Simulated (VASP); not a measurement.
The system is AlB3P4.

```
CELL_PARAMETERS angstrom
3.28459 -0.02215 -0.00611
-0.02215 3.36221 0.00487
-0.01797 0.01433 9.88791
ATOMIC_POSITIONS crystal
Al 0.03712 0.00033 0.99624
B 0.51830 0.50257 0.71711
B 0.95640 0.96571 0.50299
B 0.48270 0.51417 0.28907
P 0.95524 0.47193 0.61879
P 0.50258 0.97012 0.39417
P 0.98137 0.43569 0.15779
P 0.51381 0.97495 0.83073
```

The cell was built by a generator and needn't be a form met in nature.

```yaml
Program: VASP 6.6.1
Task: relaxation of cell and atoms
Functional: PBE
Potentials_or_basis: VASP PAW PBE potentials, release 64 (Al, B, P)
Cutoff: 520 eV
k_mesh: 7 × 7 × 3
Occupations: gaussian, width 0.15 eV
Spin: no spin polarisation
```

At the start: pressure 4.4 GPa; volume 13.65 Å³/atom.

**Question.** Where does the relaxation end?

**Answer.** Over 19 steps the energy falls by 195.2 meV/atom and the volume is 13.75 Å³/atom (+0.7 %); space group P-4m2 (No. 115, to 0.05 Å).

Step by step:
```csv
step,energy change (eV),largest force (eV/Å),pressure (GPa),volume (Å³)
1,0.0000,5.1474,4.36,109.19
2,-0.6279,2.7923,-4.06,115.07
3,-1.2577,1.0795,-2.85,112.24
4,-1.4650,0.6989,0.84,109.06
5,-1.4662,0.7692,1.18,108.81
6,-1.5261,0.3048,0.31,109.58
7,-1.5282,0.3153,0.15,109.74
8,-1.5434,0.2128,-0.28,110.12
9,-1.5440,0.2491,-0.36,110.21
10,-1.5517,0.1357,0.05,109.89
11,-1.5525,0.1514,0.23,109.75
12,-1.5558,0.1194,0.00,109.97
13,-1.5564,0.1333,-0.16,110.10
14,-1.5590,0.0964,-0.14,110.08
15,-1.5599,0.1022,-0.12,110.06
16,-1.5600,0.1063,-0.12,110.05
17,-1.5612,0.0434,0.11,109.87
18,-1.5612,0.0452,0.11,109.87
19,-1.5615,0.0286,-0.02,109.98
```

Final structure:
```xyz
8
Lattice="3.3440 -0.0003 -0.0014 -0.0008 3.3450 -0.0001 -0.0056 -0.0005 9.8321" Properties=species:S:1:pos:R:3 pbc="T T T"
Al    3.3285    3.2721    0.0061
B     1.6482    1.6039    7.1581
B     3.3166    3.2805    4.9235
B     1.6418    1.6008    2.6903
P     3.3188    1.6084    6.0400
P     1.6435    3.2749    3.8089
P     3.3145    1.6006    1.5877
P     1.6521    3.2750    8.2571
```
